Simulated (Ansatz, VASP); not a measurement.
**Cross-check of TaSi between VASP and Ansatz**

Aim: how closely do two programs agree when they are given the same cell, functional and k mesh? The cell is generated by rule, not measured, and may not be a known phase. The cell is taken from a series of runs on this material, whose earlier steps may have relaxed, scaled, displaced or heated it; both programs get it as it stands.

Main program and level: Ansatz 0.2.0; plane waves, with VASP 6.6.1 beside it; relaxation of cell and atoms at LDA.

The structure was built from a prototype and need not be the compound's stable phase.

## Step 1: Set-up

Symmetry: Pm-3m, No. 221, cubic system. Conventional cell: a = 3.100 Å, b = 3.100 Å, c = 3.100 Å, α = 90.00°, β = 90.00°, γ = 90.00°. Nearest to Si lie 8 Ta at 2.69 Å. Nearest to Ta lie 8 Si at 2.69 Å. Farther neighbours are not listed.

## Step 2: Ansatz: relaxation of cell and atoms, LDA

Ansatz runs on norm-conserving files, of PseudoDojo where its log says so.

The relaxed volume is the usual yardstick between codes: in a stiff, nearly cubic crystal its relative difference is about their pressure difference at one cell divided by the bulk modulus.

The input, input.yaml:

```yaml
crystal:
  lattice:
    - [3.1003985211, 0.0, 0.0]
    - [0.0, 3.1003985211, 0.0]
    - [0.0, 0.0, 3.1003985211]
  atoms:
    - { symbol: Si, position: [0.0, 0.0, 0.0] }
    - { symbol: Ta, position: [0.5, 0.5, 0.5] }
kpoints:
  mp_grid: { grid: [10, 10, 10] }
hamiltonian:
  xc: lda
  pseudopotentials: { kind: nc, accuracy: standard }
scf:
  occupations: { method: gaussian, width: 0.1 }
output:
  forces: true
  stress: true
  eigenvalues: true
  write_density: true
  write_potential: true
  elf: true
  volumetric_format: npy
basis:
  ecutwfc: 680.285
relax:
  adjacent_minimum: "off"
  f_tol: 0.003
  max_steps: 80
  cell: { stress_tol: 0.03 }
```

On the command line:

```bash
$ ansatz run input.yaml --threads 4 --pin off --max-ram 8192MiB --backend cpu --events-out ev --progress --plain --runs-dir out
```

Numbers of over 12 decimals in the logs are rounded to 6 here.

Output:

```text
Warning: basis.ecutwfc = 680.285 eV is below the records' recommended 789.130201 eV, and the density's cutoff is lower with it unless basis.ecutrho_ratio is high enough to keep the records' density cutoff: compare with a run at a higher cutoff
Engine: ansatz 0.2.0, aarch64-unknown-linux-gnu
Pseudopotentials: kind: nc
Pseudopotential: Si, nc, valence charge 4, recommended cutoff 435.38218 eV (normal), Si.nc.azcp (PseudoDojo's, or run here from an input of PseudoDojo's; its table is named by hamiltonian.pseudopotentials.accuracy)
Pseudopotential: Ta, nc, valence charge 13, recommended cutoff 789.130201 eV (normal), Ta.nc.azcp (PseudoDojo's, or run here from an input of PseudoDojo's; its table is named by hamiltonian.pseudopotentials.accuracy)
Functional definition: SPW92
  exchange = slater_x
  correlation = pw_c
Crystal: 2 atoms, lattice volume = 29.802 Å³
Basis set: ecut = 680.285 eV, 1213 PW (Γ)
Bands: 13, of which v1, the nominal top of the filled ones, is band 9 counted from 1 (8 counted from 0)
Symmetry: 48 space group operations
Space group: Pm-3m (ITA 221), of the structure as read, at distance tolerance 3.1e-5 Å
k-points: 56 of 1000
Non-local potential: Si, projectors of the file, l = 0: 2, l = 1: 2, l = 2: 2
Non-local potential: Ta, projectors of the file, l = 0: 2, l = 1: 2, l = 2: 2, l = 3: 2
Initial density: superposition of atomic densities (chi_scale 0.1, normalization cell, long waves kept (reshape's long-wave potential 0.00 eV rms))
Initial wavefunctions: pseudopotential atomic-orbital guess
Functional: x = slater, c = lda
SCF iter   1: F=—  HF=-1889.552472 eV  |F-HF|=—  |Δ(HF+E_count)|=         —  Δρ=2.74e-2  dr2=2.19e-1  ethr=3.10e-3  ⟨swp⟩=5.9  Hψ=4551  notcnv=0
preconditioner: auto → none  [metal: Δε(μ)=0.041 eV  Ē_g=8.107 eV  σ=0.100 eV  W_gap=0.23  n_scr=6 (ndim 8)  ℏωp=20.4 eV  f_vac=0.000  D(μ)=1.96/eV (n_scr^D=18)  sad-step TF]
SCF iter   2: F=—  HF=-1889.495332 eV  |F-HF|=—  |Δ(HF+E_count)|=   5.71e-2  Δρ=1.60e-2  dr2=6.86e-2  ethr=1.29e-3  ⟨swp⟩=2.0  Hψ=1379  notcnv=0  defer=17
SCF iter   3: F=—  HF=-1889.470299 eV  |F-HF|=—  |Δ(HF+E_count)|=   2.50e-2  Δρ=4.39e-3  dr2=1.13e-2  ethr=4.03e-4  ⟨swp⟩=2.0  Hψ=1199  notcnv=0  defer=17
SCF iter   4: F=—  HF=-1889.466862 eV  |F-HF|=—  |Δ(HF+E_count)|=   3.44e-3  Δρ=5.46e-4  dr2=3.55e-5  ethr=6.63e-5  ⟨swp⟩=2.2  Hψ=985  notcnv=0  defer=17
SCF iter   5: F=—  HF=-1889.466865 eV  |F-HF|=—  |Δ(HF+E_count)|=   3.06e-6  Δρ=1.72e-4  dr2=2.18e-6  ethr=2.09e-7  ⟨swp⟩=2.1  Hψ=1196  notcnv=0  defer=17
SCF iter   6: F=-1889.466865 eV  HF=-1889.466865 eV  |F-HF|=4.25e-9  |Δ(HF+E_count)|=   6.16e-8  Δρ=8.42e-6  dr2=1.21e-8  ethr=5.88e-10  ⟨swp⟩=10.2  Hψ=6157  notcnv=0
SCF 1 converged in 6 iterations: F = -1889.466865 eV  dr2 = 1.21e-8
relax step   1: F+E_penalty+E_count = -1889.46686529 eV  Δ(F+E_penalty+E_count) = +0.000e0 eV  max|allowed force component| = 5.884e-29 eV/Å  Δτ_max = 0.0000 Å  P = -0.430 GPa  Ω = 29.802 Å³  (6 SCF iters, dr2 threshold 1.00e-7 eV, accepted)
[...]
relax step   2: F+E_penalty+E_count = -1889.46712606 eV  Δ(F+E_penalty+E_count) = -2.608e-4 eV  max|allowed force component| = 2.572e-30 eV/Å  Δτ_max = 0.0000 Å  P = +0.415 GPa  Ω = 29.681 Å³  energy of the carried Pulay correction = +2.537e-4 eV  (3 SCF iters, dr2 threshold 2.00e-7 eV, accepted)
[...]
relax step   3: F+E_penalty+E_count = -1889.46707814 eV  Δ(F+E_penalty+E_count) = +4.792e-5 eV  max|allowed force component| = 1.262e-29 eV/Å  Δτ_max = 0.0000 Å  P = -0.002 GPa  Ω = 29.741 Å³  energy of the carried Pulay correction = +1.293e-4 eV  (2 SCF iters, dr2 threshold 2.00e-7 eV, accepted)
[...]
relax step   4: F+E_penalty+E_count = -1889.46693694 eV  Δ(F+E_penalty+E_count) = +1.412e-4 eV  max|allowed force component| = 3.517e-30 eV/Å  Δτ_max = 0.0000 Å  P = -0.009 GPa  Ω = 29.741 Å³  stress off target by 9.21e-3 GPa  SCF on the basis re-selected at this cell (its energy is not comparable with the rows above)  (4 SCF iters)
basis re-selected at this cell: Δ(F+E_penalty+E_count) = +1.412e-4 eV, ΔP = -0.007 GPa vs the last step (what re-selecting the basis moved, of the pressure what is left beyond the Pulay correction that the steps carried, after the strain that the cell walked since its last selection, with what the two solves' SCF thresholds leave and, on support functions, any second-order correction that the steps lacked; it is no m [...]
SCF converged after 4 iterations
Free energy (F): -1889.466937 eV
Harris-Foulkes:  -1889.466937 eV  (|F-HF|=3.64e-12)
Internal energy: -1889.457925 eV  (E = F + TS)
E sigma→0 (E₀):  -1889.462431 eV
Entropy (-TS):   -0.009012 eV (-4.506 meV/atom)
Fermi energy:    16.372338 eV
--- Per-component energies (eV) ---
  E_band       = -97.375968
  E_kinetic    = 515.215131
  E_local      = -944.716428  (includes V_loc(G=0)·N_el)
  E_nonlocal   = 139.171263
  E_hartree    = 259.406914
  E_xc         = -444.943154
  E_vxc        = -325.859755  (∫ρ·V_xc dr)
  E_ewald      = -1413.591651
  E_smearing   = -0.009012  (= −TS)
  E_closure    = -0.000000  (closes the sum)
  Σ components = -1889.466937   (vs F -1889.466937, Δ=0.00e0)
--- Forces (eV/Å), atoms counted from 1 ---
  atom   1  Si     0.00000000     0.00000000     0.00000000
  atom   2  Ta     0.00000000     0.00000000    -0.00000000
  max |Σ_I F_I| component: 9.80e-30 eV/Å
--- Stress (GPa, compression-positive) ---
       -0.009211      -0.000000       0.000000
       -0.000000      -0.009211      -0.000000
       -0.000000      -0.000000      -0.009211
  P = ⅓ Tr σ = -0.0092 GPa (-0.092 kbar)
--- Band table (eV; the first three rows and the last of 56) ---
  k-point 0: bands = [... 5 lower, 13.3976, 13.3976, 18.8098, 18.8098, 18.8098, 19.2734, 19.2734, 19.2734]
  k-point 1: bands = [... 5 lower, 13.3165, 13.4964, 17.8002, 17.8002, 18.4254, 19.3283, 20.3575, 20.3575]
  k-point 2: bands = [... 5 lower, 12.7748, 13.7755, 16.7472, 16.7472, 18.2240, 19.4774, 21.6636, 21.6636]
  k-point 55: bands = [... 5 lower, 10.8186, 10.8186, 12.5176, 19.9627, 19.9627, 19.9627, 21.9858, 21.9858]
--- Relaxed structure (3 steps of the walk, 3 accepted, 1 SCFs on fresh bases) ---
  F+E_penalty+E_count = -1889.46693694 eV   max|allowed force component| = 3.517e-30 eV/Å   (the final SCF, on the basis selected at the relaxed cell)
  cell:  # Å, volume = 29.7406 Å³
    - [3.098251, 0, 0]
    - [0, 3.098251, 0]
    - [0, 0, 3.098251]
  atoms:
    - { symbol: Si, position: [0, 0, 0] }
    - { symbol: Ta, position: [0.500000, 0.500000, 0.500000] }
```

## Step 3: VASP: relaxation of cell and atoms, LDA

The same cell, functional (in two slightly different forms), mesh and smearing now go to VASP, with its own data sets.

Lines of VASP's logs that name or quote its potential files are left out, and so is its time.

The input, INCAR:

```
SYSTEM = TaSi
PREC = Accurate
ENCUT = 500
EDIFF = 1E-07
NELM = 120
ISMEAR = 0
SIGMA = 0.1
LREAL = .FALSE.
ALGO = Normal
GGA = CA
NBANDS = 13
LASPH = .TRUE.
LORBIT = 11
LWAVE = .FALSE.
LCHARG = .FALSE.
ISIF = 3
IBRION = 2
NSW = 80
EDIFFG = -0.005
GGA_COMPAT = .FALSE.
NELMIN = 4
```

The input, POSCAR:

```
TaSi
1.0
    3.1003990000      0.0000000000      0.0000000000
    0.0000000000      3.1003990000      0.0000000000
    0.0000000000      0.0000000000      3.1003990000
Si Ta
1 1
Direct
    0.0000000000      0.0000000000      0.0000000000
    0.4999998387      0.4999998387      0.4999998387
```

The input, KPOINTS:

```
Automatic mesh
0
Gamma
10 10 10
0 0 0
```

Potentials, in the order of the species: Si and Ta_pv (LDA family, release 64).

On the command line:

```bash
$ mpirun -np 1 vasp_std
```

Output:

```text
[banner, memory and clock lines left out]
running    1 mpi-ranks, on    1 nodes
 distrk:  each k-point on    1 cores,    1 groups
 distr:  one band on    1 cores,    1 groups

 POSCAR found type information on POSCAR SiTa
 POSCAR found :  2 types and       2 ions
 LDA part: xc-table for (Slater(with rela. corr.)+CA(PZ))
 , standard interpolation
 POSCAR, INCAR and KPOINTS ok, starting setup
 FFT: planning ... GRIDC
 FFT: planning ... GRID_SOFT
 FFT: planning ... GRID
 WAVECAR not read
 entering main loop
       N       E                     dE             d eps       ncg     rms          rms(c)
DAV:   1     0.728516155441E+02    0.72852E+02   -0.77007E+03  1480   0.101E+03
DAV:   2    -0.178927955700E+02   -0.90744E+02   -0.87221E+02  1691   0.270E+02
DAV:   3    -0.198584713480E+02   -0.19657E+01   -0.19129E+01  1869   0.351E+01
DAV:   4    -0.198754514516E+02   -0.16980E-01   -0.16971E-01  1616   0.342E+00
DAV:   5    -0.198756439415E+02   -0.19249E-03   -0.19248E-03  1856   0.360E-01    0.166E+01
DAV:   6    -0.191486741618E+02    0.72697E+00   -0.13449E+00  1676   0.103E+01    0.728E+00
DAV:   7    -0.190879083785E+02    0.60766E-01   -0.10736E-01  1774   0.291E+00    0.259E+00
DAV:   8    -0.190761159097E+02    0.11792E-01   -0.10708E-02  1666   0.606E-01    0.171E-01
DAV:   9    -0.190760131503E+02    0.10276E-03   -0.24555E-04  1805   0.140E-01    0.956E-02
DAV:  10    -0.190759999733E+02    0.13177E-04   -0.46773E-05  1781   0.751E-02    0.101E-02
DAV:  11    -0.190759973160E+02    0.26573E-05   -0.42926E-06  1671   0.211E-02    0.879E-03
DAV:  12    -0.190759972925E+02    0.23480E-07   -0.95020E-08  1158   0.340E-03
   1 F= -.19075997E+02 E0= -.19071581E+02  d E =-.190760E+02
 curvature:   0.00 expect dE= 0.000E+00 dE for cont linesearch  0.000E+00
 trial: gam= 0.00000 g(F)=  0.000E+00 g(S)=  0.358E-02 ort = 0.000E+00 (trialstep = 0.100E+01)
 search vector abs. value=  0.358E-02
 bond charge predicted
       N       E                     dE             d eps       ncg     rms          rms(c)
DAV:   1    -0.190933966849E+02   -0.17399E-01   -0.54787E-01  1521   0.862E+00    0.124E+00
DAV:   2    -0.190772140170E+02    0.16183E-01   -0.27225E-02  1521   0.174E+00    0.364E-01
DAV:   3    -0.190749027790E+02    0.23112E-02   -0.41468E-03  1746   0.637E-01    0.101E-01
DAV:   4    -0.190746163631E+02    0.28642E-03   -0.71849E-04  1736   0.235E-01    0.469E-02
DAV:   5    -0.190746282620E+02   -0.11899E-04   -0.32297E-05  1998   0.537E-02    0.234E-02
DAV:   6    -0.190746293728E+02   -0.11108E-05   -0.31750E-06  1736   0.134E-02    0.398E-03
DAV:   7    -0.190746293481E+02    0.24673E-07   -0.11646E-07  1341   0.353E-03
   2 F= -.19074629E+02 E0= -.19070032E+02  d E =0.136794E-02
 trial-energy change:    0.001368  1 .order    0.001338   -0.003579    0.006254
 step:   0.3597(harm=  0.3640)  dis= 0.00000  next Energy=   -19.076640 (dE=-0.642E-03)
 bond charge predicted
       N       E                     dE             d eps       ncg     rms          rms(c)
DAV:   1    -0.190842793903E+02   -0.96500E-02   -0.22212E-01  1516   0.544E+00    0.796E-01
DAV:   2    -0.190777218947E+02    0.65575E-02   -0.10790E-02  1526   0.111E+00    0.235E-01
DAV:   3    -0.190767452982E+02    0.97660E-03   -0.17472E-03  1736   0.419E-01    0.645E-02
DAV:   4    -0.190766318195E+02    0.11348E-03   -0.28462E-04  1751   0.147E-01    0.297E-02
DAV:   5    -0.190766365429E+02   -0.47234E-05   -0.14093E-05  1990   0.360E-02    0.150E-02
DAV:   6    -0.190766368749E+02   -0.33197E-06   -0.14277E-06  1716   0.994E-03    0.262E-03
DAV:   7    -0.190766368638E+02    0.11103E-07   -0.52984E-08  1038   0.253E-03
   3 F= -.19076637E+02 E0= -.19072157E+02  d E =-.639571E-03
 curvature:  -0.18 expect dE=-0.601E-08 dE for cont linesearch -0.601E-08
 trial: gam= 0.00000 g(F)=  0.134E-48 g(S)=  0.330E-07 ort =-0.109E-04 (trialstep = 0.872E+00)
 search vector abs. value=  0.331E-07
 reached required accuracy - stopping structural energy minimisation
```

From OUTCAR (step 3):

```text
ion  position               nearest neighbor table
   1  0.000  0.000  0.000-   2 2.69   2 2.69   2 2.69   2 2.69   2 2.69   2 2.69   2 2.69   2 2.69

  LATTYP: Found a simple cubic cell.
 ALAT       =     3.1003990000

 Subroutine GETGRP returns: Found 48 space group operations
 (whereof 48 operations were pure point group operations)

The static configuration has the point symmetry O_h .

 Found     56 irreducible k-points:

   k-points           NKPTS =     56   k-points in BZ     NKDIM =     56   number of bands    NBANDS=     13

   dimension x,y,z NGX =    24 NGY =   24 NGZ =   24
   dimension x,y,z NGXF=    48 NGYF=   48 NGZF=   48

   ENCUT  =  500.0 eV  36.75 Ry    6.06 a.u.   5.65  5.65  5.65*2*pi/ulx,y,z

   NELECT =      15.0000    total number of electrons

 k-points in reciprocal lattice and weights: Automatic mesh
   0.00000000  0.00000000  0.00000000       0.001
   0.10000000  0.00000000  0.00000000       0.006
   0.20000000  0.00000000  0.00000000       0.006
   0.30000000  0.00000000  0.00000000       0.006
   0.40000000  0.00000000  0.00000000       0.006
   0.50000000  0.00000000  0.00000000       0.003
   0.10000000  0.10000000  0.00000000       0.012
   0.20000000  0.10000000  0.00000000       0.024
   0.30000000  0.10000000  0.00000000       0.024
[...]
0.50000000  0.50000000  0.40000000       0.006
   0.50000000  0.50000000  0.50000000       0.001

 average (electrostatic) potential at core
       1 -82.1971       2 -34.3022

 E-fermi :   8.4159

 k-point     1 :       0.0000    0.0000    0.0000
  band No.  band energies     occupation
    ...
      2     -25.3415      2.00000
      3     -25.3415      2.00000
      4      -3.6771      2.00000
      5       5.4612      2.00000
      6       5.4612      2.00000
      7      10.8558      0.00000
      8      10.8558      0.00000
      9      10.8558      0.00000
     10      11.2789      0.00000
     11      11.2789      0.00000
    ...

 k-point     2 :       0.1000    0.0000    0.0000
  band No.  band energies     occupation
    ...
      2     -25.3377      2.00000
      3     -25.3377      2.00000
      4      -3.4817      2.00000
      5       5.3810      2.00000
      6       5.5592      2.00000
      7       9.8350      0.00000
      8       9.8350      0.00000
      9      10.4713      0.00000
     10      11.3330      0.00000
     11      12.3755      0.00000
    ...

 k-point     3 :       0.2000    0.0000    0.0000
  band No.  band energies     occupation
    ...
      2     -25.3278      2.00000
      3     -25.3278      2.00000
      4      -2.9151      2.00000
      5       4.8437      2.00000
      6       5.8360      2.00000
      7       8.7861      0.00000
      8       8.7861      0.00000
      9      10.2665      0.00000
     10      11.4798      0.00000
     11      13.6816      0.00000
    ...

  Total       -0.0006755     -0.0006755     -0.0006755      0.0000000      0.0000000     -0.0000000
  in kB       -0.0361055     -0.0361055     -0.0361055      0.0000000      0.0000000     -0.0000000
  external PRESSURE =      -0.0361055 kB  Pullay stress =       0.0000000 kB

  energy-cutoff  :      500.00
  volume of cell :       29.98
      direct lattice vectors                 reciprocal lattice vectors
     3.106381488 -0.000000000 -0.000000000     0.321917963  0.000000000  0.000000000
    -0.000000000  3.106381488  0.000000000     0.000000000  0.321917963 -0.000000000
    -0.000000000  0.000000000  3.106381488     0.000000000 -0.000000000  0.321917963

 POSITION                                       TOTAL-FORCE (eV/Angst)
 -----------------------------------------------------------------------------------
      0.00000      0.00000      0.00000         0.000000     -0.000000      0.000000
      1.55319      1.55319      1.55319        -0.000000      0.000000      0.000000
 -----------------------------------------------------------------------------------
    total drift:                                0.000160      0.000160      0.000160

  FREE ENERGIE OF THE ION-ELECTRON SYSTEM (eV)
  ---------------------------------------------------
  free  energy   TOTEN  =       -19.0766368638 eV

  energy  without entropy=      -19.0676771334  energy(sigma->0) =      -19.07215700

 reached required accuracy - stopping structural energy minimisation

 total charge
# of ion       s       p       d       tot
------------------------------------------
    1        0.768   0.936   0.000   1.704
    2        0.332   6.154   2.531   9.017
--------------------------------------------------
tot          1.100   7.090   2.531  10.721

[... 3 further parts left out ...]
```

CONTCAR:

```
TaSi
   1.00000000000000
     3.1063814883616510   -0.0000000000000000   -0.0000000000000000
    -0.0000000000000000    3.1063814883616510    0.0000000000000000
    -0.0000000000000000    0.0000000000000000    3.1063814883616510
  Si              Ta
     1     1
Direct
     0.0000000000000000    0.0000000000000000    0.0000000000000000
     0.4999998386999991    0.4999998386999991    0.4999998386999991
```

## Step 4: Differences

Known differences besides the potentials themselves: the two LDA forms differ slightly; the data sets hold 17 valence electrons in Ansatz (on norm-conserving files, of PseudoDojo where its log says so) and 15 in VASP; the cutoff is 680.285 eV in Ansatz and 500 eV in VASP; VASP's log shows a relativistic correction to its local exchange, Ansatz's none; Ansatz adds a Pulay correction to the stress that steers its cell, VASP none; Ansatz's log warns that its cutoff lies below the recommended one. Total energies have different zeros and are not compared.

Both answers:

```
                                         quantity  Ansatz   VASP  difference
                                      volume (Å³)   29.74  29.98     -0.78 %
edge a after relaxation, in the typed setting (Å)   3.098  3.106     -0.26 %
```

## Step 5: Outcome

```
difference in volume (relaxation of cell and atoms, LDA) : -0.78 %
```

In words: The difference in volume is -0.78 % (relaxation of cell and atoms, LDA), within the 1.2 % picked in this series as the mark of a large difference, as far as the stopping tolerances let one tell. The data sets hold unlike numbers of valence electrons (17 in Ansatz and 15 in VASP), so part of the differences comes from the potentials. 1 further run of this series is not shown here. Such differences can come from data sets, numerical settings and the points named under the comparisons, not from the functional's error against experiment.

[Lines on the potential files, build, host, timing and source positions are cut from VASP's logs without a mark.]

[Logs are printed without paths, hosts, clocks, repeated set-up lines and the standing remarks that a program may print on its own settings, such as how far it seeks lower states.]

[Hosts, paths, dates, database ids (printed as entryN), source tags and the programs' standing remarks are cut or masked in the printed files.]
